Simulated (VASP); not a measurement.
# ZnRe (P-6m2) in VASP: equation of state, part 2 of 2

VASP 6.6.1. Earlier steps stand in the parts before.

## (6) Equation of state, PBE, 15.29 Å³/atom (volume scaled by 1.04)

File INCAR:

```
SYSTEM = ZnRe
PREC = Accurate ; ENCUT = 520
EDIFF = 1E-7 ; ISMEAR = -1
SIGMA = 0.05 ; LREAL = .False.
LASPH = .True. ; NELM = 60
ALGO = Normal ; ISIF = 2
LWAVE = .False. ; LCHARG = .False.
GGA = PE ; NBANDS = 16
```

File KPOINTS:

```
regular mesh
0
Gamma
  11 11 6
  0 0 0
```

File POSCAR:

```
ZnRe
1.0
    2.7843832587      0.0000000000      0.0000000000
   -1.3921916293      2.4113466359      0.0000000000
    0.0000000000      0.0000000000      4.5532052293
Re Zn
1 1
Direct
    0.3333333333      0.6666666667      0.5000000000
    0.0000000000      0.0000000000      0.0000000000
```

Potentials or basis: VASP PAW PBE potentials, release 64 (Re, Zn).

Started as:

```sh
> cat potpaw_PBE.64/Re/POTCAR potpaw_PBE.64/Zn/POTCAR > POTCAR
> mpirun -np 1 vasp_std > vasp.out
```

OUTCAR:

```text
SYSTEM = ZnRe
   PREC = Accurate
   ENCUT = 520
   EDIFF = 1E-7
   ISMEAR = -1
   LREAL = .False.
   LASPH = .True.
   NELM = 60
   ISIF = 2
   GGA = PE

 Found     64 irreducible k-points:

 Following reciprocal coordinates:
            Coordinates               Weight
  0.000000  0.000000  0.000000      1.000000
  0.090909 -0.000000  0.000000      6.000000
  0.181818 -0.000000  0.000000      6.000000
  0.272727 -0.000000  0.000000      6.000000
  0.363636 -0.000000  0.000000      6.000000
  0.454545  0.000000  0.000000      6.000000
   k-points           NKPTS =     64   k-points in BZ     NKDIM =     64   number of bands    NBANDS=     16
   number of dos      NEDOS =    301   number of ions     NIONS =      2
   total plane-waves  NPLWV =  20736
   dimension x,y,z NGX =    24 NGY =   24 NGZ =   36
   dimension x,y,z NGXF=    48 NGYF=   48 NGZF=   72
   ions per type =               1   1
   NGX,Y,Z   is equivalent  to a cutoff of  14.33, 14.33, 13.14 a.u.
   NGXF,Y,Z  is equivalent  to a cutoff of  28.66, 28.66, 26.29 a.u.
 SYSTEM =  ZnRe
   PREC   = accura    normal or accurate (medium, high low for compatibility)
   ISTART =      0    job   : 0-new  1-cont  2-samecut
   ICHARG =      2    charge: 1-file 2-atom 10-const
   ISPIN  =      1    spin polarized calculation?
   LNONCOLLINEAR =      F non collinear calculations
   LSORBIT =      F    spin-orbit coupling
   LASPH  =      T    aspherical Exc in radial PAW
   ENCUT  =  520.0 eV  38.22 Ry    6.18 a.u.   5.18  5.18  8.47*2*pi/ulx,y,z
   NELM   =     60;   NELMIN=  2; NELMDL= -5     # of ELM steps
   EDIFF  = 0.1E-06   stopping-criterion for ELM
   LREAL  =      F    real-space projection
   EDIFFG = 0.1E-05   stopping-criterion for IOM
   NSW    =      0    number of steps for IOM
   IBRION =     -1    ionic relax: 0-MD 1-quasi-New 2-CG
   NFREE  =      0    steps in history (QN), initial steepest desc. (CG)
   ISIF   =      2    stress and relaxation
   ISYM   =      2    0-nonsym 1-usesym 2-fastsym
   POTIM  = 0.5000    time-step for ionic-motion
   TEBEG  =    0.0;   TEEND  =   0.0 temperature during run
   PSTRESS=    0.0 pullay stress
   NELECT =      19.0000    total number of electrons
   NUPDOWN=      -1.0000    fix difference up-down
   EMIN   =  10.00;   EMAX   =-10.00  energy-range for DOS
   EFERMI =   0.00;   METHOD = LEGACY
   ISMEAR =    -1;   SIGMA  =   0.05  broadening in eV -4-tet -1-fermi 0-gaus
   EFERMI_NEDOS =   21; number of points for ismear=-14 and -15
   IALGO  =     38    algorithm
   IMIX   =      4    mixing-type and parameters
     AMIX     =   0.40;   BMIX     =  1.00
     AMIX_MAG =   1.60;   BMIX_MAG =  1.00
  volume/ion in A,a.u.               =      15.29       103.15
  Fermi-wavevector in a.u.,A,eV,Ry     =   1.397089  2.640115 26.556635  1.951858
  Thomas-Fermi vector in A             =   2.520379
   LORBIT       =      0    0 simple, 1 ext, 2 COOP (PROOUT), +10 PAW based schemes
   GGA     = PE    functional components
   LHFCALC =     F    Hartree Fock is set to
   AEXX    =    0.0000 exact exchange contribution
   IVDW    =     0    specifies the selected vdW correction
   LEPSILON=     F    determine dielectric tensor
   LRPA    =     F    only Hartree local field effects (RPA)
 non-spin polarized calculation
  energy-cutoff  :      520.00
  volume of cell :       30.57
 maximum number of plane-waves:       836
 NGX is ok and might be reduce to    24
   NGX = 11   NGY = 11   NGZ = 17

 number of electron      19.0000004 magnetization

 Free energy of the ion-electron system (eV)
  ---------------------------------------------------
  ext. energy  EPLUGINS =         0.00000000
  ---------------------------------------------------
  free energy    TOTEN  =       -13.01580501 eV

  energy without entropy =      -13.00114194  energy(sigma->0) =      -13.00847347

 E-fermi :   5.1365     XC(G=0): -12.5738

 val. band max:        5.1228513984   @ k =   0.1818  -0.0000   0.1667
 cond. band min:       5.1539715762   @ k =   0.4545   0.0909   0.3333
 fundamental gap:      0.0311201778
 Fermi energy:         5.1364515485

 k-point     1 :       0.0000    0.0000    0.0000
  band No.  band energies     occupation
      1      -4.8060      2.00000
      2      -2.6031      2.00000
      3      -2.0592      2.00000
      4      -2.0592      2.00000
      5      -1.6926      2.00000
      6      -1.6926      2.00000
[... 8 lines left out ...]
     15      21.8252      0.00000
     16      21.8253      0.00000
[... 77 lines left out ...]
 k-point     6 :       0.4545    0.0000    0.0000
  band No.  band energies     occupation
      1      -2.6665      2.00000
      2      -2.3462      2.00000
      3      -2.0560      2.00000
      4      -1.8501      2.00000
      5      -1.4656      2.00000
      6      -0.0980      2.00000
[... 8 lines left out ...]
     15      14.9370      0.00000
     16      16.6863      0.00000

 [... further k-points ...]

------------------------ aborting loop because EDIFF is reached ----------------------------------------

  FORCE on cell =-STRESS in cart. coord.  units (eV):
  Direction    XX          YY          ZZ          XY          YZ          ZX
  --------------------------------------------------------------------------------------
  -------------------------------------------------------------------------------------
  Total       -1.8622886     -1.8622886     -1.5482426     -0.0000000     -0.0000000      0.0000000
  in kB      -97.6004172    -97.6004172    -81.1416278     -0.0000000     -0.0000000      0.0000000
  external PRESSURE =     -92.1141540 kB  Pullay stress =       0.0000000 kB

 VOLUME and BASIS-vectors are now :
 -----------------------------------------------------------------------------
  energy-cutoff  :      520.00
  volume of cell :       30.57
      direct lattice vectors                 reciprocal lattice vectors
     2.784383259  0.000000000  0.000000000     0.359145961  0.207353017  0.000000000
    -1.392191629  2.411346636  0.000000000     0.000000000  0.414706034  0.000000000
     0.000000000  0.000000000  4.553205229     0.000000000  0.000000000  0.219625505

 POSITION                                       TOTAL-FORCE (eV/Angst)
 -----------------------------------------------------------------------------------
     -0.00000      1.60756      2.27660        -0.000000     -0.000000      0.000000
      0.00000      0.00000      0.00000         0.000000      0.000000      0.000000
 -----------------------------------------------------------------------------------
    total drift:                               -0.000000      0.000000      0.000000

  FREE ENERGIE OF THE ION-ELECTRON SYSTEM (eV)
  ---------------------------------------------------
  free  energy   TOTEN  =       -13.0158050080 eV

  energy  without entropy=      -13.0011419388  energy(sigma->0) =      -13.00847347
```

OSZICAR:

```text
N       E                     dE             d eps       ncg     rms          rms(c)
DAV:   1     0.598772988025E+02    0.59877E+02   -0.94562E+03  3056   0.165E+03
DAV:   2    -0.117888920849E+02   -0.71666E+02   -0.68017E+02  3104   0.362E+02
DAV:   3    -0.138964648200E+02   -0.21076E+01   -0.20977E+01  3032   0.523E+01
DAV:   4    -0.139115460084E+02   -0.15081E-01   -0.15077E-01  2472   0.304E+00
DAV:   5    -0.139119517432E+02   -0.40573E-03   -0.40572E-03  3192   0.553E-01    0.227E+01
DAV:   6    -0.131968601543E+02    0.71509E+00   -0.11949E+00  3448   0.287E+01    0.859E+00
DAV:   7    -0.130345679069E+02    0.16229E+00   -0.38499E-01  3528   0.123E+01    0.101E+00
DAV:   8    -0.130203155786E+02    0.14252E-01   -0.34733E-02  3400   0.488E+00    0.789E-01
DAV:   9    -0.130160870412E+02    0.42285E-02   -0.65889E-03  3464   0.182E+00    0.386E-01
DAV:  10    -0.130158074333E+02    0.27961E-03   -0.42480E-04  3240   0.264E-01    0.856E-02
DAV:  11    -0.130158051664E+02    0.22669E-05   -0.32469E-05  3400   0.795E-02    0.546E-03
DAV:  12    -0.130158051182E+02    0.48194E-07   -0.18403E-06  3104   0.237E-02    0.338E-03
DAV:  13    -0.130158050147E+02    0.10351E-06   -0.62908E-08  1976   0.604E-03    0.325E-04
DAV:  14    -0.130158050080E+02    0.66925E-08   -0.16510E-08  1472   0.412E-03
   1 F= -.13015805E+02 E0= -.13008473E+02  d E =-.146631E-01
```

stdout:

```text
POSCAR found type information on POSCAR ReZn
 POSCAR found :  2 types and       2 ions
 scaLAPACK will be used
 LDA part: xc-table for (Slater+PW92), standard interpolation
 POSCAR, INCAR and KPOINTS ok, starting setup
 FFT: planning ... GRIDC
 FFT: planning ... GRID_SOFT
 FFT: planning ... GRID
 WAVECAR not read
 entering main loop
```

Run time: 44 s. Hardware: 1 thread of Intel Xeon Platinum 8488C (Sapphire Rapids), shared host; peak memory 0.17 GiB.

Results:

| Property | Result |
| --- | --- |
| Free energy | -13.0158 eV |
| Pressure | -9.2 GPa |
| Band gap on the k mesh | none (metal or under the smearing width) |

## (7) Equation of state, PBE, 15.58 Å³/atom (volume scaled by 1.06)

File INCAR:

```
SYSTEM = ZnRe
PREC     = Accurate       ! precision mode
ENCUT    = 520            ! plane-wave cutoff, eV
EDIFF    = 1E-7           ! SCF threshold, eV
ISMEAR   = -1             ! smearing method
SIGMA    = 0.05           ! smearing width, eV
LREAL    = .False.        ! projectors in reciprocal space
LASPH    = .True.         ! aspherical terms in the spheres
NELM     = 80             ! most SCF steps
ALGO     = Normal         ! electronic algorithm
ISIF     = 2              ! what is computed and relaxed
LWAVE    = .False.        ! write WAVECAR
LCHARG   = .False.        ! write CHGCAR
GGA      = PE             ! functional
NBANDS   = 16             ! bands
```

KPOINTS is that of step 6.

File POSCAR:

```
ZnRe
1.0
    2.8021186621      0.0000000000      0.0000000000
   -1.4010593310      2.4267059458      0.0000000000
    0.0000000000      0.0000000000      4.5822073184
Re Zn
1 1
Direct
    0.3333333333      0.6666666667      0.5000000000
    0.0000000000      0.0000000000      0.0000000000
```

Started as:

```sh
> cat potpaw_PBE.64/Re/POTCAR potpaw_PBE.64/Zn/POTCAR > POTCAR
> mpirun -np 1 vasp_std > vasp.out
```

Wall time 44 s (1 thread of Intel Xeon Platinum 8488C (Sapphire Rapids), shared host); peak memory 0.17 GiB.

It converged, with:

| Property | Result |
| --- | --- |
| Free energy | -12.9762 eV |
| Pressure | -12.4 GPa |
| Band gap on the k mesh | none (metal or under the smearing width) |

## (8) Equation of state, PBE

Potentials or basis: VASP PAW PBE potentials, release 64 (Re, Zn).

No new run: the results of the series are fitted here.

Results:

| Property | Result |
| --- | --- |
| Equilibrium volume | 14.60 Å³/atom |
| Bulk modulus at fixed shape and positions | 222 GPa |
| Pressure derivative of the bulk modulus | 4.7 |

Energy against volume, from the lowest point:
```tsv
volume (Å³/atom)	energy (meV/atom)
13.816	32.17
14.110	11.84
14.404	1.48
14.697	0.00
14.991	6.44
15.285	19.95
15.579	39.75
```

Caveat: the cell was scaled at fixed shape and fractional positions, which overstates the stiffness of a crystal with free parameters, most of all of layers and chains. The run has no spin-orbit coupling, so splittings on Re are missing.
